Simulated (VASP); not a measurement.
The input files of a VASP run:

### INCAR
```
SYSTEM=Ga
PREC=Accurate; ENCUT=800; LREAL=F
LASPH=T
EDIFF=1E-6; NELM=100; ALGO=Normal
LMAXMIX=4
ISMEAR=1; SIGMA=0.1
GGA=PE
ISIF=2
LWAVE=F; LCHARG=F
```

File POSCAR:
```
Ga
1
    2.2600000000    -3.8300000000    -0.0000000000
    2.2600000000     3.8300000000     0.0000000000
    0.0000000000     0.0000000000     4.5300000000
Ga
4
Direct
  0.1549000000   0.8451000000   0.9190000000
  0.3451000000   0.6549000000   0.4190000000
  0.6549000000   0.3451000000   0.5810000000
  0.8451000000   0.1549000000   0.0810000000
```

File KPOINTS:
```
Automatic mesh
0
Gamma
7 7 6
0 0 0
```

POTCAR, in this order: Ga_d (PBE.64 set). Program: vasp_std.

Task: Write an equivalent input for Quantum ESPRESSO's pw.x.

Result: One equivalent input (not run):
```
&CONTROL
  calculation = 'scf'
  pseudo_dir = './pseudo'
  outdir = './out'
  tprnfor = .true.
  tstress = .true.
/
&SYSTEM
  ibrav = 0
  nat = 4
  ntyp = 1
  ecutwfc = 80
  occupations = 'smearing'
  smearing = 'methfessel-paxton'
  degauss = 0.00735
  input_dft = 'pbe'
/
&ELECTRONS
  conv_thr = 7.3e-08
  electron_maxstep = 100
/
ATOMIC_SPECIES
  Ga 69.723 Ga.upf
CELL_PARAMETERS angstrom
     2.2600000   -3.8300000   -0.0000000
     2.2600000    3.8300000    0.0000000
     0.0000000    0.0000000    4.5300000
ATOMIC_POSITIONS crystal
  Ga   0.1549000  0.8451000  0.9190000
  Ga   0.3451000  0.6549000  0.4190000
  Ga   0.6549000  0.3451000  0.5810000
  Ga   0.8451000  0.1549000  0.0810000
K_POINTS automatic
  7 7 6 0 0 0
```
The two are equivalent in intent, not identical: the potentials are each code's own (VASP's PAW set, PseudoDojo norm-conserving files in pw.x), so ENCUT and ecutwfc are chosen apart and not converted; conv_thr bounds pw.x's estimated SCF error, while EDIFF bounds the energy change between steps.

The compound is Ga in the alpha structure. The cell was not relaxed at this level. The run is one of a series of settings (ENCUT = 800 against the base run), some of them coarse on purpose.
